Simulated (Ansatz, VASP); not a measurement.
# SnSe in two plane-wave programs, part 2 of 2

One calculation is typed for both programs; each brings its own data sets. How far apart do they land? Of the first pair: The cell is taken from a series of runs on this material, whose earlier steps may have relaxed, scaled, displaced or heated it; both programs get it as it stands.

VASP 6.6.1 and Ansatz 0.2.0.

So far: Starting point; VASP: relaxation of cell and atoms, PBE with D3(BJ); Ansatz: relaxation of cell and atoms, PBE with D3(BJ).

**4. Side by side**

Known differences besides the potentials themselves: the data sets hold 120 valence electrons in Ansatz (on its PAW soft_1 files) and 80 in VASP; the cutoff is 600 eV in Ansatz and 500 eV in VASP; Ansatz adds a Pulay correction to the stress that steers its cell, VASP none. Total energies have different zeros and are not compared.

Both answers:

```tsv
quantity	Ansatz	VASP	difference
volume (Å³)	210.01	210.02	+0.00 %
edge a after relaxation, in the typed setting (Å)	11.512	11.519	-0.07 %
edge b after relaxation, in the typed setting (Å)	4.173	4.173	+0.01 %
edge c after relaxation, in the typed setting (Å)	4.372	4.370	+0.05 %
```

**5. Ansatz: relaxation, PBE with D3(BJ)**

This run makes the geometry at which the two programs are then compared.

The structure compared here is the end of the Ansatz relaxation.

input.yaml

```yaml
crystal:
  lattice:
    - [11.74207986, 0.0, 0.0]
    - [0.0, 4.2567099, 0.0]
    - [0.0, 0.0, 4.319003468]
  atoms:
    - { symbol: Sn, position: [0.118593, 0.25, 0.0925598] }
    - { symbol: Sn, position: [0.381407, 0.75, 0.5925598] }
    - { symbol: Sn, position: [0.618593, 0.25, 0.4074402] }
    - { symbol: Sn, position: [0.881407, 0.75, 0.9074402] }
    - { symbol: Se, position: [0.8572655, 0.25, 0.4773824] }
    - { symbol: Se, position: [0.6427345, 0.75, 0.9773824] }
    - { symbol: Se, position: [0.3572655, 0.25, 0.0226176] }
    - { symbol: Se, position: [0.1427345, 0.75, 0.5226176] }
kpoints:
  mp_grid: { grid: [3, 7, 7] }
scf:
  occupations: { method: fermi_dirac, width: 0.02 }
hamiltonian:
  xc: pbe
  pseudopotentials: { kind: paw, azcp: { folder: soft_1 } }
  dispersion: d3bj
basis:
  ecutwfc: 600
output:
  forces: true
  stress: true
relax:
  f_tol: 0.005
  max_steps: 70
  cell: { stress_tol: 0.02, p_target: 0, fix: [a, b, alpha, beta, gamma] }
```

Command:

```
$ ansatz run input.yaml --threads 4 --pin off --max-ram 10240MiB --backend cpu --events-out ev --progress --plain --runs-dir out
```

Numbers of over 12 decimals in the logs are rounded to 6 here.

Output:

```text
[...]
Crystal: 8 atoms, lattice volume = 215.875 Å³
Basis set: ecut = 600 eV, 7195 PW (Γ), exchange–correlation on 192×72×72 points (8 copies of the dense FFT grid, shifted against one another)
Bands: 72, of which v1, the nominal top of the filled ones, is band 60 counted from 1 (59 counted from 0)
Symmetry: 8 space group operations
[...]
k-points: 32 of 147
[...]
atoms:
    - { symbol: Sn, position: [0.121950, 0.25, 0.081055] }
    - { symbol: Sn, position: [0.378050, 0.750000, 0.581055] }
    - { symbol: Sn, position: [0.621950, 0.25, 0.418945] }
    - { symbol: Sn, position: [0.878050, 0.750000, 0.918945] }
    - { symbol: Se, position: [0.856360, 0.25, 0.478321] }
    - { symbol: Se, position: [0.643640, 0.750000, 0.978321] }
    - { symbol: Se, position: [0.356360, 0.25, 0.021679] }
    - { symbol: Se, position: [0.143640, 0.750000, 0.521679] }
[key lines of the parts left out:]
SCF converged after 9 iterations
Free energy (F): -45979.839229 eV
Fermi energy:    9.032131 eV
P = ⅓ Tr σ = -0.7242 GPa (-7.242 kbar)
```

**6. VASP: single point, PBE with D3(BJ)**

The same cell, functional, mesh and smearing now go to VASP, with its own data sets.

INCAR

```
SYSTEM = SnSe
PREC = Accurate
ENCUT = 500
EDIFF = 1E-06
NELM = 120
ISMEAR = -1
SIGMA = 0.02
LREAL = .FALSE.
ALGO = Normal
GGA = PE
IVDW = 12
NBANDS = 49
LORBIT = 11
LWAVE = .FALSE.
LCHARG = .FALSE.
ISIF = 2
LASPH = .TRUE.
GGA_COMPAT = .FALSE.
EFERMI = MIDGAP
KPAR = 2
```

POSCAR

```
SnSe
1.0
   11.7420798600      0.0000000000      0.0000000000
    0.0000000000      4.2567099000      0.0000000000
    0.0000000000      0.0000000000      4.2838598312
Sn Se
4 4
Direct
    0.1219497737      0.2500000000      0.0810545319
    0.3780502263      0.7500000000      0.5810545319
    0.6219497737      0.2500000000      0.4189454681
    0.8780502263      0.7500000000      0.9189454681
    0.8563597746      0.2500000000      0.4783209770
    0.6436402254      0.7500000000      0.9783209770
    0.3563597746      0.2500000000      0.0216790230
    0.1436402254      0.7500000000      0.5216790230
```

KPOINTS

```
Automatic mesh
0
Gamma
3 7 7
0 0 0
```

The projector-augmented-wave data sets are Sn_d and Se (PBE family, release 64).

Command:

```
$ mpirun -np 2 vasp_std
```

Output:

```text
[... set-up lines as in an earlier step ...]
 entering main loop
       N       E                     dE             d eps       ncg     rms          rms(c)
DAV:   1     0.862596727487E+03    0.86260E+03   -0.36145E+04  3395   0.206E+03
DAV:   2     0.114113118141E+03   -0.74848E+03   -0.72545E+03  3144   0.595E+02
DAV:   3    -0.236268362560E+02   -0.13774E+03   -0.13082E+03  3673   0.203E+02
DAV:   4    -0.332302996412E+02   -0.96035E+01   -0.94281E+01  3711   0.540E+01
[...]
DAV:  11    -0.328097055676E+02   -0.67051E-04   -0.29017E-04  4068   0.934E-02    0.201E-02
DAV:  12    -0.328096928110E+02    0.12757E-04   -0.33278E-05  3901   0.307E-02    0.833E-03
DAV:  13    -0.328096928256E+02   -0.14608E-07   -0.60459E-06  3031   0.864E-03
   1 F= -.35699681E+02 E0= -.35699681E+02  d E =-.270736E-07
```

From OUTCAR (step 6):

```text
 Edisp (eV)   -2.88999

  Total      -1.53348    -1.24241     0.01153     0.00000    -0.00000     0.00000
  in kB     -11.47448    -9.29654     0.08630     0.00000    -0.00000     0.00000
  external pressure =       -6.89 kB  Pullay stress =        0.00 kB

 POSITION                                       TOTAL-FORCE (eV/Angst)
 -----------------------------------------------------------------------------------
      1.43194      1.06418      0.34723        -0.015034      0.000000     -0.007973
      4.43910      3.19253      2.48916         0.015034     -0.000000     -0.007973
      7.30298      1.06418      1.79470        -0.015034     -0.000000      0.007973
     10.31014      3.19253      3.93663         0.015034      0.000000      0.007973
     10.05544      1.06418      2.04906         0.007848     -0.000000     -0.007468
      7.55767      3.19253      4.19099        -0.007848      0.000000     -0.007468
      4.18440      1.06418      0.09287         0.007848     -0.000000      0.007468
      1.68663      3.19253      2.23480        -0.007848     -0.000000      0.007468
 -----------------------------------------------------------------------------------
    total drift:                                0.000000     -0.000000     -0.000000

  FREE ENERGIE OF THE ION-ELECTRON SYSTEM (eV)
  ---------------------------------------------------
  free  energy   TOTEN  =       -35.6996812990 eV

  energy  without entropy=      -35.6996812719  energy(sigma->0) =      -35.69968129

[... 1 part as in an earlier step ...]

[... 2 further parts left out ...]
[key lines of the parts left out:]
E-fermi :   5.6355
```

The run ends at a pressure of -0.69 GPa, with forces up to 0.017 eV/Å.

**7. Differences**

What differs besides the data sets and the points named for the pairs above, as far as they apply: the data sets hold 120 valence electrons in Ansatz (on its PAW soft_1 files) and 80 in VASP; Ansatz's pressure holds a Pulay correction, VASP's none. Total energies have different zeros and are not compared.

Compared:

```tsv
quantity	Ansatz	VASP	difference
pressure (GPa)	-0.72	-0.69	-0.03
gap on the k mesh (eV)	0.543	0.534	+0.009
```

The largest component of a force difference here is 14 meV/Å. A gap on the mesh is an upper bound, since the band edges may lie between its points.

**8. Outcome**

```yaml
difference_in_edge_a_after_relaxation_in_the_typed_setting_relaxation_of_cell_and_atoms_pbe_with_d3_bj: -0.066 %
difference_in_gap_on_the_k_mesh_single_point_pbe_with_d3_bj: 0.0087 eV
r_m_s_force_difference_single_point_pbe_with_d3_bj: 8.5 meV/Å
```

What this shows: The r.m.s. force difference is 8.5 meV/Å (single point, PBE with D3(BJ)), within the 12 meV/Å picked in this series as the mark of a large difference. The data sets hold unlike numbers of valence electrons (120 in Ansatz and 80 in VASP), so part of the differences may come from the potentials. Such differences can come from data sets, numerical settings and the points named under the comparisons, not from the functional's error against experiment.

[Lines on the potential files, build, host, timing and source positions are cut from VASP's logs without a mark.]

[Logs are printed without paths, hosts, clocks, repeated set-up lines and the standing remarks that a program may print on its own settings, such as how far it seeks lower states.]

[Hosts, paths, dates, database ids (printed as entryN), source tags and the programs' standing remarks are cut or masked in the printed files.]
